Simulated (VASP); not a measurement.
Write the native input for VASP 6.6.1 that does the following.

| Item | Value |
| --- | --- |
| Task | single point |
| Functional | PBE |
| Dispersion | D3(BJ) |
| Potentials or basis | VASP PAW PBE potentials, release 64 (O, H, Li_sv) |
| Cutoff | 520 eV |
| k mesh | 1 × 1 × 1 |
| Occupations | fermi-dirac, width 0.02 eV |
| Spin | no spin polarisation |
| Dipole correction | no |
| Further INCAR settings | ALGO = Fast; EDIFF = 1e-06; NBANDS = 34 |

The structure of LiH9O5 lies in POSCAR:

```
LiH9O5
1.0
    5.2848030000      0.0000000000      0.0000000000
    0.0000000000      5.2848030000      0.0000000000
    0.0000000000      0.0000000000      5.2848030000
O H Li
5 9 1
Direct
    0.5607209957      0.2398954133      0.4834617298
    0.8365117867      0.9371588686      0.8182897262
    1.1431268110      0.7952614317      0.3386691992
    0.0646003266      0.2774559430      0.0941378515
    0.6497687804      0.5302373617      1.0194325124
    0.6465330874      0.1749923318      0.3391422537
    0.6555211235      0.1625415366      0.6173550840
    0.9226077112      0.8986900742      0.6461167994
    0.7496589750      0.7594038983      0.9070915226
    1.2304905216      0.9435924102      0.3800330873
    1.0950077042      0.8068985731      0.1611034508
   -0.1036367865      0.3689446891      0.0481380290
    0.0056955765      0.1413676158     -0.0216091309
    0.5873445046      0.4304417781      0.8767781883
    0.3105508379      0.4315014202      0.3091127522
```

The cell was built by a generator and needn't be a form met in nature.

These files were run (other wordings do the same):

INCAR

```
SYSTEM = LiH9O5
PREC = Accurate
ENCUT = 520
EDIFF = 1E-6
ISMEAR = -1
SIGMA = 0.02
LREAL = .False.
LASPH = .True.
NELM = 100
ALGO = Fast
ISIF = 2
LWAVE = .False.
LCHARG = .False.
GGA = PE
IVDW = 12
NBANDS = 34
```

KPOINTS

```
regular mesh
0
Gamma
  1 1 1
  0 0 0
```

Potentials or basis: VASP PAW PBE potentials, release 64 (O, H, Li_sv).

The run is started by

```sh
$ cat potpaw_PBE.64/O/POTCAR potpaw_PBE.64/H/POTCAR potpaw_PBE.64/Li_sv/POTCAR > POTCAR
$ mpirun -np 1 vasp_gam > vasp.out
```

It gave:

| Item | Value |
| --- | --- |
| Largest force | 2.535 eV/Å |
| Band gap on the k mesh | 3.68 eV, direct |
| Dispersion energy per atom | -0.044 eV |

It took 21 s on 1 thread of Intel(R) Xeon(R) Platinum 8375C CPU @ 2.90GHz (Ice Lake) (shared host), peak memory 0.24 GiB.
